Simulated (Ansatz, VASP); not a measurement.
# SrPdN: VASP beside Ansatz, part 2 of 2

Wanted: the spread between two codes on one cell, functional and k mesh. The cell is generated by rule, not measured, and may not be a known phase. The cell is taken from a series of runs on this material, whose earlier steps may have relaxed, scaled, displaced or heated it; both programs get it as it stands.

VASP 6.6.1 and Ansatz 0.2.0.

So far: The structure; Ansatz: relaxation of cell and atoms, PBE with D3(BJ), pair 1; VASP: relaxation of cell and atoms, PBE with D3(BJ), pair 1; Comparison.

The structure was built from a prototype and need not be the compound's stable phase.

### Step 5. Ansatz: relaxation of cell and atoms, PBE with D3(BJ), pair 2

Level of this step: Ansatz beside VASP: Kohn-Sham DFT, plane waves, PBE with D3(BJ) (Ansatz).

The relaxed volume is the usual yardstick between codes: in a stiff, nearly cubic crystal its relative difference is about their pressure difference at one cell divided by the bulk modulus.

The cell is taken from a series of runs on this material, whose earlier steps may have relaxed, scaled, displaced or heated it; both programs get it as it stands.

Input file input.yaml:

```yaml
crystal:
  lattice:
    - [3.7716721934, 0.0, 0.0]
    - [-1.8858360967, 3.2663639343, 0.0]
    - [0.0, 0.0, 4.060158797]
  atoms:
    - { symbol: Sr, position: [0.0, 0.0, 0.0] }
    - { symbol: "N", position: [0.6666666667, 0.3333333333, 0.5] }
    - { symbol: Pd, position: [0.3333333333, 0.6666666667, 0.5] }
kpoints:
  mp_grid: { grid: [15, 15, 12] }
hamiltonian:
  xc: pbe
  dispersion: d3bj
scf:
  occupations: { method: methfessel_paxton, width: 0.2 }
output:
  forces: true
  stress: true
  eigenvalues: true
relax:
  adjacent_minimum: "off"
  f_tol: 0.001
  max_steps: 60
  cell: { stress_tol: 0.01 }
```

Command:

```sh
> ansatz run input.yaml --threads 8 --pin off --max-ram 14336MiB --backend cpu --events-out ev --progress --plain --runs-dir out
```

Numbers of over 12 decimals in the logs are rounded to 6 here.

What it wrote:

```text
[...]
Crystal: 3 atoms, lattice volume = 50.020 Å³
Basis set: ecut = 420 eV, 985 PW (Γ), exchange–correlation on 54×54×60 points (8 copies of the dense FFT grid, shifted against one another)
Bands: 21, of which v1, the nominal top of the filled ones, is band 17 counted from 1 (16 counted from 0)
Symmetry: 12 space group operations
[...]
k-point 188: bands = [... 13 lower, 10.7281, 10.7580, 11.1908, 12.4894, 14.6443, 17.7319, 18.3801, 19.0805]
--- Relaxed structure (3 steps of the walk, 3 accepted, 1 SCFs on fresh bases) ---
[...]
cell:  # Å, volume = 50.0098 Å³
    - [3.770715, 0, 0]
    - [-1.885357, 3.265535, 0]
    - [0, 0, 4.061415]
  atoms:
    - { symbol: Sr, position: [0, 0, 0] }
    - { symbol: N, position: [0.666667, 0.333333, 0.5] }
    - { symbol: Pd, position: [0.333333, 0.666667, 0.5] }
[key lines of the parts left out:]
SCF converged after 7 iterations
Free energy (F): -10902.331389 eV
Fermi energy:    13.000785 eV
P = ⅓ Tr σ = 0.0044 GPa (0.044 kbar)
```

### Step 6. VASP: relaxation of cell and atoms, PBE with D3(BJ), pair 2

The same cell, functional, mesh and smearing now go to VASP, with its own data sets.

Input file INCAR:

```
SYSTEM = SrPdN
PREC = Accurate
ENCUT = 600
EDIFF = 1E-07
NELM = 120
ISMEAR = 1
SIGMA = 0.2
LREAL = .FALSE.
ALGO = Normal
GGA = PE
IVDW = 12
NBANDS = 18
LASPH = .TRUE.
LORBIT = 11
LWAVE = .FALSE.
LCHARG = .FALSE.
ISIF = 3
IBRION = 2
NSW = 80
EDIFFG = -0.005
GGA_COMPAT = .FALSE.
NELMIN = 4
KPAR = 2
```

Input file POSCAR:

```
SrPdN
1.0
    3.7716720000      0.0000000000      0.0000000000
   -1.8858360000      3.2663640000      0.0000000000
    0.0000000000      0.0000000000      4.0601590000
Sr N Pd
1 1 1
Direct
    0.0000000000      0.0000000000      0.0000000000
    0.6666666667      0.3333333333      0.5000000000
    0.3333333333      0.6666666667      0.5000000000
```

Input file KPOINTS:

```
Automatic mesh
0
Gamma
15 15 12
0 0 0
```

The projector-augmented-wave data sets are Sr_sv, N and Pd (PBE family, release 64).

Command:

```sh
> mpirun -np 2 vasp_std
```

What it wrote:

```text
[... set-up lines as in an earlier step ...]
 entering main loop
       N       E                     dE             d eps       ncg     rms          rms(c)
DAV:   1     0.151680404200E+03    0.15168E+03   -0.14176E+04  6804   0.149E+03
DAV:   2    -0.889705291548E+01   -0.16058E+03   -0.15612E+03  7792   0.308E+02
DAV:   3    -0.168059514890E+02   -0.79089E+01   -0.78130E+01  9192   0.666E+01
DAV:   4    -0.170440396434E+02   -0.23809E+00   -0.23790E+00  9528   0.941E+00
[...]
DAV:  14    -0.153663823407E+02    0.18650E-06   -0.13092E-06  8574   0.853E-03    0.547E-03
DAV:  15    -0.153663820082E+02    0.33248E-06   -0.20545E-07  8444   0.338E-03    0.215E-03
DAV:  16    -0.153663820837E+02   -0.75444E-07   -0.23664E-08  4280   0.119E-03
   1 F= -.16472325E+02 E0= -.16472248E+02  d E =-.164723E+02
[...]
2 F= -.16472487E+02 E0= -.16472413E+02  d E =-.161338E-03
[...]
3 F= -.16472502E+02 E0= -.16472428E+02  d E =-.176640E-03
[...]
4 F= -.16472538E+02 E0= -.16472467E+02  d E =-.359162E-04
 trial-energy change:   -0.000036  1 .order   -0.000034   -0.000050   -0.000017
 step:   1.2661(harm=  1.4364)  dis= 0.00000  next Energy=   -16.472541 (dE=-0.388E-04)
 reached required accuracy - stopping structural energy minimisation
```

Parts of OUTCAR (step 6):

```text
 Edisp (eV)   -1.10210

 Edisp (eV)   -1.10212

  Total      -0.01027    -0.01027     0.01216    -0.00000     0.00000     0.00000
  in kB      -0.32789    -0.32789     0.38814    -0.00000     0.00000     0.00000
  external pressure =       -0.09 kB  Pullay stress =        0.00 kB

 POSITION                                       TOTAL-FORCE (eV/Angst)
 -----------------------------------------------------------------------------------
     -0.00000      0.00000      0.00000        -0.000000      0.000000      0.000000
      1.88675      1.08932      2.03506         0.000000     -0.000000      0.000000
     -0.00000      2.17864      2.03506        -0.000000     -0.000000      0.000000
 -----------------------------------------------------------------------------------
    total drift:                                0.000000     -0.000002     -0.000000

  FREE ENERGIE OF THE ION-ELECTRON SYSTEM (eV)
  ---------------------------------------------------
  free  energy   TOTEN  =       -16.4725377367 eV

  energy  without entropy=      -16.4723240412  energy(sigma->0) =      -16.47246650

[... 1 part as in an earlier step ...]

[... 3 further parts left out ...]
[key lines of the parts left out:]
E-fermi :   5.7708
```

### Step 7. Comparison

What differs besides the data sets and the points named for the pairs above, as far as they apply: the data sets hold 33 valence electrons in Ansatz (on its default PAW (the set named soft_2) files) and 25 in VASP. Total energies have different zeros and are not compared.

Compared:

```
                                         quantity  Ansatz   VASP  difference
                                      volume (Å³)   50.01  50.19     -0.36 %
edge a after relaxation, in the typed setting (Å)   3.771  3.773     -0.07 %
edge c after relaxation, in the typed setting (Å)   4.061  4.070     -0.21 %
```

### Step 8. Results

* difference in volume (relaxation of cell and atoms, PBE with D3(BJ), pair 1): -0.34 %
* difference in volume (relaxation of cell and atoms, PBE with D3(BJ), pair 2): -0.36 %

**Reading.** The difference in volume is -0.36 % (relaxation of cell and atoms, PBE with D3(BJ), pair 2), within the 1.2 % picked in this series as the mark of a large difference, as far as the stopping tolerances let one tell. The data sets hold unlike numbers of valence electrons (33 in Ansatz and 25 in VASP), so part of the differences comes from the potentials. 1 further run of this series is not shown here. Such differences can come from data sets, numerical settings and the points named under the comparisons, not from the functional's error against experiment.

[Lines on the potential files, build, host, timing and source positions are cut from VASP's logs without a mark.]

[Logs are printed without paths, hosts, clocks, repeated set-up lines and the standing remarks that a program may print on its own settings, such as how far it seeks lower states.]

[Hosts, paths, dates, database ids (printed as entryN), source tags and the programs' standing remarks are cut or masked in the printed files.]
